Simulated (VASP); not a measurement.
Input of a VASP 6.6.1 run:

File INCAR:

```
PREC = Accurate
ENCUT = 450
EDIFF = 1E-5
ISMEAR = 0
SIGMA = 0.03
LREAL = Auto
LASPH = True
NELM = 120
ALGO = Normal
ISIF = 2
LWAVE = False
LCHARG = False
ISPIN = 2
MAGMOM = 2 0 0 0 0 0 0 0 0 0 0 0 0 0 0 0 0 0 0 0 0 0 0 0 0 0 0 0 0 0 0 0
LORBIT = 11
LMAXMIX = 4
LDAU = True
LDAUTYPE = 2
LDAUL = 2 -1 -1
LDAUU = 3 0 0
LDAUJ = 0 0 0
LDAUPRINT = 1
GGA = PS
IBRION = 2
NSW = 40
EDIFFG = -0.03
```

File KPOINTS:

```
Automatic mesh
0
Gamma
  3 3 2
```

Contents of POSCAR:

```
Al15VN16
1.0
    6.2200008610      0.0000000000      0.0000000000
   -3.1100004305      5.3866787572      0.0000000000
    0.0000000000      0.0000000000      9.9600000000
V Al N
1 15 16
Direct
    0.3333333333      0.1666666667      0.0000000000
    0.3333333333      0.1666666667      0.5000000000
    0.3333333333      0.6666666667      0.0000000000
    0.3333333333      0.6666666667      0.5000000000
    0.8333333333      0.1666666667      0.0000000000
    0.8333333333      0.1666666667      0.5000000000
    0.8333333333      0.6666666667      0.0000000000
    0.8333333333      0.6666666667      0.5000000000
    0.1666666667      0.3333333333      0.2500000000
    0.1666666667      0.3333333333      0.7500000000
    0.1666666667      0.8333333333      0.2500000000
    0.1666666667      0.8333333333      0.7500000000
    0.6666666667      0.3333333333      0.2500000000
    0.6666666667      0.3333333333      0.7500000000
    0.6666666667      0.8333333333      0.2500000000
    0.6666666667      0.8333333333      0.7500000000
    0.3333333333      0.1666666667      0.1910000000
    0.3333333333      0.1666666667      0.6910000000
    0.3333333333      0.6666666667      0.1910000000
    0.3333333333      0.6666666667      0.6910000000
    0.8333333333      0.1666666667      0.1910000000
    0.8333333333      0.1666666667      0.6910000000
    0.8333333333      0.6666666667      0.1910000000
    0.8333333333      0.6666666667      0.6910000000
    0.1666666667      0.3333333333      0.4410000000
    0.1666666667      0.3333333333      0.9410000000
    0.1666666667      0.8333333333      0.4410000000
    0.1666666667      0.8333333333      0.9410000000
    0.6666666667      0.3333333333      0.4410000000
    0.6666666667      0.3333333333      0.9410000000
    0.6666666667      0.8333333333      0.4410000000
    0.6666666667      0.8333333333      0.9410000000
```

Potentials or basis: VASP PAW PBE potentials, release 64 (V_sv, Al, N).

Launch:

```sh
$ cat potpaw_PBE.64/V_sv/POTCAR potpaw_PBE.64/Al/POTCAR potpaw_PBE.64/N/POTCAR > POTCAR
$ mpirun -np 1 vasp_std > vasp.out
```

(1) Estimate the net moment.

(2) Predict the site moments.

(3) What does it give for the energy gained by relaxing?

(4) Estimate the band gap on the k mesh.

## Answers

(1) 2.00 μB per cell.

(2) V +1.86; Al -0.00, +0.01, +0.00; N -0.01, -0.00, +0.00 μB.

(3) 9.9 meV/atom.

(4) 2.10 eV, direct.
